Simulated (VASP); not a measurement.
# Ga3BiO4 (I-42m) in VASP: single point with PBE

Aim: the single point of Ga3BiO4 with PBE.

Everything below comes from runs of VASP 6.6.1. Logs are shortened: lines on timing, memory, paths and dates and some standing lists are left out, and cuts for length are marked.

## (1) The structure

Symmetry: I-42m, No. 121, tetragonal system. The conventional cell has a = 4.344 Å, b = 4.344 Å, c = 12.787 Å, α = 90.00°, β = 90.00°, γ = 90.00°. Ga (site symmetry -4) has 4 O at 1.88 Å as nearest neighbours. Ga (site symmetry -42m) is surrounded by 4 O at 2.64 Å. Around Bi (site symmetry -42m) lie 4 O at 2.59 Å. O (site symmetry m) is surrounded by 2 Ga at 1.88 Å.

The cell was built by a generator and needn't be a form met in nature.

## (2) Single point, PBE

INCAR

```
SYSTEM = Ga3BiO4
PREC     = Normal         ! precision mode
ENCUT    = 520            ! plane-wave cutoff, eV
EDIFF    = 1E-5           ! SCF threshold, eV
ISMEAR   = 0              ! smearing method
SIGMA    = 0.15           ! smearing width, eV
LREAL    = Auto         
LASPH    = .True.         ! aspherical terms in the spheres
NELM     = 80             ! most SCF steps
ALGO     = Fast           ! electronic algorithm
ISIF     = 2              ! what is computed and relaxed
LWAVE    = .False.        ! write WAVECAR
LCHARG   = .False.        ! write CHGCAR
GGA      = PE             ! functional
```

KPOINTS

```
Automatic mesh
0
Gamma
  7 7 7
  0 0 0
```

POSCAR

```
Ga3BiO4
1.0
   -2.1721300000      2.1721300000      6.3933100000
    2.1721300000     -2.1721300000      6.3933100000
    2.1721300000      2.1721300000     -6.3933100000
Ga Bi O
3 1 4
Direct
    0.2500000000      0.7500000000      0.5000000000
    0.7500000000      0.2500000000      0.5000000000
    0.0000000000      0.0000000000      0.0000000000
    0.5000000000      0.5000000000      0.0000000000
    0.0906710000      0.0906710000      0.5125020000
    0.4218310000      0.9093290000      0.0000000000
    0.5781690000      0.5781690000      0.4874980000
    0.9093290000      0.4218310000      0.0000000000
```

Potentials or basis: VASP PAW PBE potentials, release 64 (Ga_d, Bi_d, O).

Command:

```
> cat potpaw_PBE.64/Ga_d/POTCAR potpaw_PBE.64/Bi_d/POTCAR potpaw_PBE.64/O/POTCAR > POTCAR
> mpirun -np 1 vasp_std > vasp.out
```

OUTCAR:

```text
SYSTEM = Ga3BiO4
   PREC = Normal
   ENCUT = 520
   EDIFF = 1E-5
   ISMEAR = 0
   LREAL = Auto
   LASPH = .True.
   NELM = 80
   ISIF = 2
   GGA = PE

 ion  position               nearest neighbor table
   1  0.250  0.750  0.500-   5 1.88   6 1.88   7 1.88   8 1.88
   2  0.750  0.250  0.500-   5 1.88   7 1.88   8 1.88   6 1.88
   3  0.000  0.000  0.000-   4 3.07   4 3.07   4 3.07   4 3.07
   4  0.500  0.500  0.000-   5 2.59   6 2.59   8 2.59   7 2.59   3 3.07   3 3.07   3 3.07   3 3.07

   5  0.091  0.091  0.513-   1 1.88   2 1.88   4 2.59
   6  0.422  0.909  0.000-   2 1.88   1 1.88   4 2.59
   7  0.578  0.578  0.487-   1 1.88   2 1.88   4 2.59
   8  0.909  0.422  0.000-   1 1.88   2 1.88   4 2.59

  LATTYP: Found a body centered tetragonal cell.
 ALAT       =     4.3442600000
 C/A-ratio  =     2.9433367248

  Lattice vectors:

 A1 = (  -2.1721300000,   2.1721300000,   6.3933100000)
 A2 = (   2.1721300000,  -2.1721300000,   6.3933100000)
 A3 = (   2.1721300000,   2.1721300000,  -6.3933100000)

Analysis of symmetry for initial positions (statically):
=====================================================================
 Subroutine PRICEL returns:
 Original cell was already a primitive cell.

 Routine SETGRP: Setting up the symmetry group for a
 body centered tetragonal supercell.

 Subroutine GETGRP returns: Found  8 space group operations
 (whereof  8 operations were pure point group operations)
 out of a pool of 16 trial point group operations.

The static configuration has the point symmetry D_2d.

Analysis of symmetry for dynamics (positions and initial velocities):
=====================================================================
 Subroutine PRICEL returns:
 Original cell was already a primitive cell.

 Routine SETGRP: Setting up the symmetry group for a
 body centered tetragonal supercell.

 Subroutine GETGRP returns: Found  8 space group operations
 (whereof  8 operations were pure point group operations)
 out of a pool of 16 trial point group operations.

The dynamic configuration has the point symmetry D_2d.

 Subroutine INISYM returns: Found  8 space group operations
 (whereof  8 operations are pure point group operations),
 and found     1 'primitive' translations

----------------------------------------------------------------------------------------

                                     Primitive cell

  volume of cell :     120.6584

  direct lattice vectors                    reciprocal lattice vectors
    -2.172130000  2.172130000  6.393310000     0.000000000  0.230188801  0.078206750
     2.172130000 -2.172130000  6.393310000     0.230188801  0.000000000  0.078206750
     2.172130000  2.172130000 -6.393310000     0.230188801  0.230188801  0.000000000

  length of vectors
     7.093004316  7.093004316  7.093004316     0.243111456  0.243111456  0.325536124

  position of ions in fractional coordinates (direct lattice)
     0.250000000  0.750000000  0.500000000
     0.750000000  0.250000000  0.500000000
     0.000000000  0.000000000  0.000000000
     0.500000000  0.500000000  0.000000000
     0.090671000  0.090671000  0.512502000
     0.421831000  0.909329000  0.000000000
     0.578169000  0.578169000  0.487498000
     0.909329000  0.421831000  0.000000000

  ion indices of the primitive-cell ions
   primitive index   ion index
                 1           1
                 2           2
                 3           3
                 4           4
                 5           5
                 6           6
                 7           7
                 8           8

----------------------------------------------------------------------------------------

 KPOINTS: Automatic mesh

Automatic generation of k-mesh.
 Grid dimensions read from file:
 generate k-points for:    7    7    7

 Generating k-lattice:

  Cartesian coordinates                     Fractional coordinates (reciprocal lattice)
     0.000000000  0.032884114  0.011172393     0.142857143 -0.000000000  0.000000000
     0.032884114  0.000000000  0.011172393    -0.000000000  0.142857143  0.000000000
     0.032884114  0.032884114  0.000000000     0.000000000  0.000000000  0.142857143

  Length of vectors
     0.034730208  0.034730208  0.046505161

  Shift w.r.t. Gamma in fractional coordinates (k-lattice)
     0.000000000  0.000000000  0.000000000

 Subroutine IBZKPT returns following result:
 ===========================================

 Found     40 irreducible k-points:

 Following reciprocal coordinates:
            Coordinates               Weight
  0.000000  0.000000  0.000000      1.000000
  0.142857  0.000000  0.000000      8.000000
  0.285714  0.000000 -0.000000      8.000000
  0.428571  0.000000  0.000000      8.000000
  0.142857  0.142857  0.000000      8.000000
  0.285714  0.142857  0.000000     16.000000
[... 16 lines left out ...]
 -0.142857  0.285714  0.142857      8.000000
 -0.428571  0.428571  0.142857      8.000000
 [... further k-points ...]
   k-points           NKPTS =     40   k-points in BZ     NKDIM =     40   number of bands    NBANDS=     46
   number of dos      NEDOS =    301   number of ions     NIONS =      8
   total plane-waves  NPLWV =  64000
   dimension x,y,z NGX =    40 NGY =   40 NGZ =   40
   dimension x,y,z NGXF=    80 NGYF=   80 NGZF=   80
   ions per type =               3   1   4
   NGX,Y,Z   is equivalent  to a cutoff of   9.38,  9.38,  9.38 a.u.
   NGXF,Y,Z  is equivalent  to a cutoff of  18.75, 18.75, 18.75 a.u.
 SYSTEM =  Ga3BiO4
   PREC   = normal    normal or accurate (medium, high low for compatibility)
   ISTART =      0    job   : 0-new  1-cont  2-samecut
   ICHARG =      2    charge: 1-file 2-atom 10-const
   ISPIN  =      1    spin polarized calculation?
   LNONCOLLINEAR =      F non collinear calculations
   LSORBIT =      F    spin-orbit coupling
   LASPH  =      T    aspherical Exc in radial PAW
   ENCUT  =  520.0 eV  38.22 Ry    6.18 a.u.  13.19 13.19 13.19*2*pi/ulx,y,z
   NELM   =     80;   NELMIN=  2; NELMDL= -5     # of ELM steps
   EDIFF  = 0.1E-04   stopping-criterion for ELM
   LREAL  =      T    real-space projection
   EDIFFG = 0.1E-03   stopping-criterion for IOM
   NSW    =      0    number of steps for IOM
   IBRION =     -1    ionic relax: 0-MD 1-quasi-New 2-CG
   NFREE  =      0    steps in history (QN), initial steepest desc. (CG)
   ISIF   =      2    stress and relaxation
   ISYM   =      2    0-nonsym 1-usesym 2-fastsym
   POTIM  = 0.5000    time-step for ionic-motion
   TEBEG  =    0.0;   TEEND  =   0.0 temperature during run
   PSTRESS=    0.0 pullay stress
   NELECT =      78.0000    total number of electrons
   NUPDOWN=      -1.0000    fix difference up-down
   EMIN   =  10.00;   EMAX   =-10.00  energy-range for DOS
   EFERMI =   0.00;   METHOD = LEGACY
   ISMEAR =     0;   SIGMA  =   0.15  broadening in eV -4-tet -1-fermi 0-gaus
   EFERMI_NEDOS =   21; number of points for ismear=-14 and -15
   IALGO  =     68    algorithm
   IMIX   =      4    mixing-type and parameters
     AMIX     =   0.40;   BMIX     =  1.00
     AMIX_MAG =   1.60;   BMIX_MAG =  1.00
  volume/ion in A,a.u.               =      15.08       101.78
  Fermi-wavevector in a.u.,A,eV,Ry     =   1.415535  2.674973 27.262524  2.003739
  Thomas-Fermi vector in A             =   2.536963
   LORBIT       =      0    0 simple, 1 ext, 2 COOP (PROOUT), +10 PAW based schemes
   GGA     = PE    functional components
   LHFCALC =     F    Hartree Fock is set to
   AEXX    =    0.0000 exact exchange contribution
   IVDW    =     0    specifies the selected vdW correction
   LEPSILON=     F    determine dielectric tensor
   LRPA    =     F    only Hartree local field effects (RPA)
 non-spin polarized calculation
 RMM-DIIS sequential band-by-band and
 Gauss-broadening in eV      SIGMA  =   0.15
  energy-cutoff  :      520.00
  volume of cell :      120.66
 maximum number of plane-waves:      3281
   NGX = 27   NGY = 27   NGZ = 27

 number of electron      77.9999971 magnetization

 Free energy of the ion-electron system (eV)
  ---------------------------------------------------
  ext. energy  EPLUGINS =         0.00000000
  ---------------------------------------------------
  free energy    TOTEN  =       -42.38693280 eV

  energy without entropy =      -42.36575157  energy(sigma->0) =      -42.37634218

 E-fermi :   5.1020     XC(G=0): -10.5575

 val. band max:        5.0975413877   @ k =  -0.2857   0.4286   0.1429
 cond. band min:       5.1476114901   @ k =  -0.1429  -0.2857   0.1429
 fundamental gap:      0.0500701024
 Fermi energy:         5.1020339604

 k-point     1 :       0.0000    0.0000    0.0000
  band No.  band energies     occupation
      1     -18.0253      2.00000
      2     -17.9924      2.00000
      3     -17.9924      2.00000
      4     -17.9073      2.00000
      5     -17.9015      2.00000
      6     -14.3942      2.00000
[... 38 lines left out ...]
     45      10.2523      0.00000
     46      10.2924      0.00000

 k-point     2 :       0.1429    0.0000    0.0000
  band No.  band energies     occupation
      1     -18.0242      2.00000
      2     -17.9934      2.00000
      3     -17.9923      2.00000
      4     -17.9079      2.00000
      5     -17.8993      2.00000
      6     -14.3432      2.00000
[... 38 lines left out ...]
     45      10.6432      0.00000
     46      11.2338      0.00000

 k-point     3 :       0.2857    0.0000   -0.0000
  band No.  band energies     occupation
      1     -18.0217      2.00000
      2     -17.9958      2.00000
      3     -17.9921      2.00000
      4     -17.9092      2.00000
      5     -17.8944      2.00000
      6     -14.2014      2.00000
[... 38 lines left out ...]
     45      10.2707      0.00000
     46      11.0464      0.00000

 k-point     4 :       0.4286    0.0000    0.0000
  band No.  band energies     occupation
      1     -18.0199      2.00000
      2     -17.9977      2.00000
      3     -17.9919      2.00000
      4     -17.9102      2.00000
      5     -17.8904      2.00000
      6     -14.0018      2.00000
[... 920 lines left out ...]
     45      10.8993      0.00000
     46      11.5822      0.00000

 k-point    23 :      -0.1429    0.2857    0.1429
  band No.  band energies     occupation
      1     -18.0200      2.00000
      2     -17.9977      2.00000
      3     -17.9919      2.00000
      4     -17.9102      2.00000
      5     -17.8904      2.00000
      6     -14.0111      2.00000
[... 38 lines left out ...]
     45       9.7230      0.00000
     46      11.4576      0.00000

 k-point    24 :      -0.4286    0.4286    0.1429
  band No.  band energies     occupation
      1     -18.0173      2.00000
      2     -17.9973      2.00000
      3     -17.9952      2.00000
      4     -17.9152      2.00000
      5     -17.8837      2.00000
      6     -13.8903      2.00000
[... 38 lines left out ...]
     45      11.1370      0.00000
     46      12.2509      0.00000

 [... further k-points ...]

------------------------ aborting loop because EDIFF is reached ----------------------------------------

  FORCE on cell =-STRESS in cart. coord.  units (eV):
  Direction    XX          YY          ZZ          XY          YZ          ZX
  --------------------------------------------------------------------------------------
  -------------------------------------------------------------------------------------
  Total        0.0084976      0.0084976      0.2053906      0.0000000     -0.0000000      0.0000000
  in kB        0.1128370      0.1128370      2.7273056      0.0000000     -0.0000000      0.0000000
  external PRESSURE =       0.9843265 kB  Pullay stress =       0.0000000 kB

 VOLUME and BASIS-vectors are now :
 -----------------------------------------------------------------------------
  energy-cutoff  :      520.00
  volume of cell :      120.66
      direct lattice vectors                 reciprocal lattice vectors
    -2.172130000  2.172130000  6.393310000     0.000000000  0.230188801  0.078206750
     2.172130000 -2.172130000  6.393310000     0.230188801  0.000000000  0.078206750
     2.172130000  2.172130000 -6.393310000     0.230188801  0.230188801  0.000000000

 POSITION                                       TOTAL-FORCE (eV/Angst)
 -----------------------------------------------------------------------------------
      2.17213      0.00000      3.19665         0.000000     -0.000000      0.000000
      0.00000      2.17213      3.19665         0.000000     -0.000000      0.000000
      0.00000      0.00000      0.00000         0.000000     -0.000000      0.000000
      0.00000      0.00000      6.39331         0.000000     -0.000000      0.000000
      1.11322      1.11322     -2.11721         0.012442      0.012442     -0.004960
      1.05891     -1.05891      8.51052        -0.012442      0.012442      0.004960
      1.05891      1.05891      4.27610        -0.012442     -0.012442     -0.004960
     -1.05891      1.05891      8.51052         0.012442     -0.012442      0.004960
 -----------------------------------------------------------------------------------
    total drift:                               -0.000013     -0.000013     -0.000085

  FREE ENERGIE OF THE ION-ELECTRON SYSTEM (eV)
  ---------------------------------------------------
  free  energy   TOTEN  =       -42.3869327976 eV

  energy  without entropy=      -42.3657515721  energy(sigma->0) =      -42.37634218
```

Wall time 5.1 min (1 thread of Intel Xeon Platinum 8488C (Sapphire Rapids), shared host); peak memory 0.32 GiB.

Results:

| Quantity | Value |
| --- | --- |
| Free energy | -42.3869 eV |
| Pressure | 0.1 GPa |
| Largest force | 0.018 eV/Å |
| Band gap on the k mesh | none (metal or under the smearing width) |

Forces in eV/Å, atoms in the order of the input:
```
Ga   0.000  0.000  0.000
Ga   0.000  0.000  0.000
Ga   0.000  0.000  0.000
Bi   0.000  0.000  0.000
O    0.012  0.012 -0.005
O   -0.012  0.012  0.005
O   -0.012 -0.012 -0.005
O    0.012 -0.012  0.005
```

Caveat: spin-orbit coupling is left out, which moves the levels of the heavy elements.
